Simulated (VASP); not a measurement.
Here is the system:

```yaml
crystal:
  lattice:
    - [3.01817, -4.26997, 0.00000]
    - [3.01817, 4.26997, 0.00000]
    - [0.00000, 0.00000, 3.02361]
  atoms:
    - { symbol: Mg, position: [0.50000, 0.50000, 0.00000] }
    - { symbol: Mg, position: [0.00000, 0.50000, 0.50000] }
    - { symbol: Mg, position: [0.50000, 0.00000, 0.50000] }
    - { symbol: Zn, position: [0.00000, 0.00000, 0.00000] }
    - { symbol: O, position: [0.25325, 0.74675, 0.00000] }
    - { symbol: O, position: [0.74675, 0.25325, 0.00000] }
    - { symbol: O, position: [0.74395, 0.74395, 0.50000] }
    - { symbol: O, position: [0.25605, 0.25605, 0.50000] }
```

All values below come from modified Becke-Johnson potential (mBJ), VASP's PBE PAW potentials (set 64) (plane waves; VASP). Run with 500 eV cut-off, 4×4×6 Γ-centred mesh, Gaussian smearing of 0.050 eV, potentials Mg Zn O.

mBJ is a potential without an energy functional, so only the levels count.

Task: Give the energies of bands 10 to 23 at the high-symmetry points, in eV from the valence-band maximum.

Result: 
```json
[
 {"band": "10", "Γ": "-3.08", "Y": "-3.09", "C0": "-3.09", "Z": "-3.41", "A0": "-3.51", "T": "-3.76", "S": "-3.09", "R": "-3.72"},
 {"band": "11", "Γ": "-2.97", "Y": "-2.80", "C0": "-2.94", "Z": "-3.07", "A0": "-3.19", "T": "-3.16", "S": "-2.74", "R": "-3.27"},
 {"band": "12", "Γ": "-2.59", "Y": "-2.73", "C0": "-2.73", "Z": "-3.06", "A0": "-2.76", "T": "-2.69", "S": "-2.72", "R": "-2.57"},
 {"band": "13", "Γ": "-1.74", "Y": "-2.21", "C0": "-2.41", "Z": "-2.77", "A0": "-2.65", "T": "-2.65", "S": "-2.15", "R": "-2.53"},
 {"band": "14", "Γ": "-1.72", "Y": "-1.80", "C0": "-2.12", "Z": "-2.42", "A0": "-1.82", "T": "-1.74", "S": "-2.12", "R": "-2.16"},
 {"band": "15", "Γ": "-1.06", "Y": "-1.36", "C0": "-1.42", "Z": "-2.33", "A0": "-1.71", "T": "-1.72", "S": "-1.68", "R": "-2.15"},
 {"band": "16", "Γ": "-0.99", "Y": "-1.22", "C0": "-1.23", "Z": "-2.22", "A0": "-1.70", "T": "-1.72", "S": "-1.43", "R": "-1.71"},
 {"band": "17", "Γ": "-0.57", "Y": "-1.19", "C0": "-1.12", "Z": "-2.02", "A0": "-1.68", "T": "-1.71", "S": "-1.08", "R": "-1.50"},
 {"band": "18", "Γ": "-0.56", "Y": "-1.11", "C0": "-1.04", "Z": "-1.52", "A0": "-1.27", "T": "-1.07", "S": "-0.87", "R": "-1.44"},
 {"band": "19", "Γ": "-0.56", "Y": "-1.04", "C0": "-1.03", "Z": "-1.11", "A0": "-1.15", "T": "-0.99", "S": "-0.86", "R": "-1.40"},
 {"band": "20", "Γ": "-0.13", "Y": "-0.92", "C0": "-0.63", "Z": "-1.04", "A0": "-0.35", "T": "-0.01", "S": "-0.07", "R": "-0.68"},
 {"band": "21", "Γ": "-0.03", "Y": "-0.13", "C0": "-0.10", "Z": "0.00", "A0": "-0.10", "T": "0.00", "S": "-0.04", "R": "-0.40"},
 {"band": "22", "Γ": "5.05", "Y": "7.62", "C0": "7.65", "Z": "9.36", "A0": "8.93", "T": "8.72", "S": "7.07", "R": "9.30"},
 {"band": "23", "Γ": "8.90", "Y": "8.93", "C0": "9.11", "Z": "10.07", "A0": "9.35", "T": "8.82", "S": "7.97", "R": "10.31"}
]
```

The gap is indirect, 5.05 eV, from the valence maximum at Z to the conduction minimum at Γ.

The structure comes from a computed database's Mg3ZnO4 entry (Cmmm); how it stands against other phases isn't given here. It was relaxed first. The cell's shape comes from a PBE relaxation.
